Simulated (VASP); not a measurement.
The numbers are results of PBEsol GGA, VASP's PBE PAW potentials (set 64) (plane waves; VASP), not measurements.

VASP input:

**INCAR**
```
ALGO = Normal
EDIFF = 1E-6
EDIFFG = -0.01
ENCUT = 400
GGA = PS
IBRION = 2
ISIF = 3
ISMEAR = 0
LASPH = .TRUE.
LCHARG = .FALSE.
LREAL = .FALSE.
LWAVE = .FALSE.
NELM = 100
NSW = 60
PREC = Accurate
SIGMA = 0.05
SYSTEM = H
```

File POSCAR:
```
H
1.0
  0.0000000000   1.1447140000   1.1447140000
  1.1447140000   0.0000000000   1.1447140000
  1.1447140000   1.1447140000   0.0000000000
H
1
Cart
  0.0000000000   0.0000000000   0.0000000000
```

KPOINTS:
```
kpoints
0
gamma
17 17 17
```

POTCAR, in this order: H (PBE.64 set). Program: vasp_std.

Output

### OSZICAR
```
       N       E                     dE             d eps       ncg     rms          rms(c)
DAV:   1    -0.220597789955E+01   -0.22060E+01   -0.14793E+02  1564   0.741E+01
DAV:   2    -0.221865665409E+01   -0.12679E-01   -0.12678E-01  1708   0.300E+00
DAV:   3    -0.221865884134E+01   -0.21873E-05   -0.21873E-05  1592   0.297E-02
DAV:   4    -0.221865884114E+01    0.20068E-09   -0.26946E-10  1648   0.876E-05
DAV:   5    -0.221865884122E+01   -0.71271E-10   -0.10791E-14  1244   0.157E-07    0.434E-01
DAV:   6    -0.221851641052E+01    0.14243E-03   -0.43741E-06  1448   0.237E-02    0.261E-01
DAV:   7    -0.221844418945E+01    0.72221E-04   -0.13170E-05  1388   0.369E-02    0.573E-03
DAV:   8    -0.221844333945E+01    0.85000E-06   -0.89865E-09   852   0.953E-04
   1 F= -.22184433E+01 E0= -.22183707E+01  d E =-.221844E+01
       N       E                     dE             d eps       ncg     rms          rms(c)
DAV:   1    -0.221951074102E+01   -0.10666E-02   -0.12314E-03  1320   0.289E-01    0.206E-02
DAV:   2    -0.221951134364E+01   -0.60261E-06   -0.13493E-07  1216   0.362E-03
   2 F= -.22195113E+01 E0= -.22194397E+01  d E =-.106800E-02
       N       E                     dE             d eps       ncg     rms          rms(c)
DAV:   1    -0.222046562800E+01   -0.95489E-03   -0.69244E-03  1320   0.694E-01    0.485E-02
DAV:   2    -0.222047073644E+01   -0.51084E-05   -0.72578E-07  1452   0.853E-03    0.300E-02
DAV:   3    -0.222047694210E+01   -0.62057E-05   -0.18185E-06  1368   0.129E-02    0.458E-04
DAV:   4    -0.222047679106E+01    0.15104E-06   -0.79036E-10   660   0.280E-04
   3 F= -.22204768E+01 E0= -.22204066E+01  d E =-.203345E-02
```

### OUTCAR
```
------------------------ aborting loop because EDIFF is reached ----------------------------------------
  FORCE on cell =-STRESS in cart. coord.  units (eV):
  Direction    XX          YY          ZZ          XY          YZ          ZX
  --------------------------------------------------------------------------------------
  Total        0.0044338      0.0044338      0.0044338      0.0000000      0.0000000      0.0000000
  in kB        2.4777723      2.4777723      2.4777723      0.0000000      0.0000000      0.0000000
  external PRESSURE =       2.4777723 kB  Pullay stress =       0.0000000 kB
  volume of cell :        2.87
      direct lattice vectors                 reciprocal lattice vectors
    -0.000000000  1.127540531  1.127540531    -0.443443039  0.443443039  0.443443039
     1.127540531 -0.000000000  1.127540531     0.443443039 -0.443443039  0.443443039
     1.127540531  1.127540531  0.000000000     0.443443039  0.443443039 -0.443443039
 POSITION                                       TOTAL-FORCE (eV/Angst)
 -----------------------------------------------------------------------------------
      0.00000      0.00000      0.00000         0.000000     -0.000000      0.000000
 -----------------------------------------------------------------------------------
    total drift:                               -0.000000     -0.000000     -0.000000
  FREE ENERGIE OF THE ION-ELECTRON SYSTEM (eV)
  ---------------------------------------------------
  free  energy   TOTEN  =        -2.2204767911 eV

  energy  without entropy=       -2.2203364500  energy(sigma->0) =       -2.22040662

 reached required accuracy - stopping structural energy minimisation
```
(Selected blocks of OUTCAR.)

CONTCAR:
```
H
   1.00000000000000
    -0.0000000000000000    1.1275405311486077    1.1275405311486077
     1.1275405311486077   -0.0000000000000000    1.1275405311486077
     1.1275405311486077    1.1275405311486077    0.0000000000000000
  H
     1
Direct
     0.0000000000000000    0.0000000000000000    0.0000000000000000
```

Energy and stress use the plane-wave basis of the starting cell.

The structure was generated: H was put into the fcc type (Fm-3m), which need not be its known phase. This run relaxes it. Symmetry was kept, so distortions that lower it aren't found.
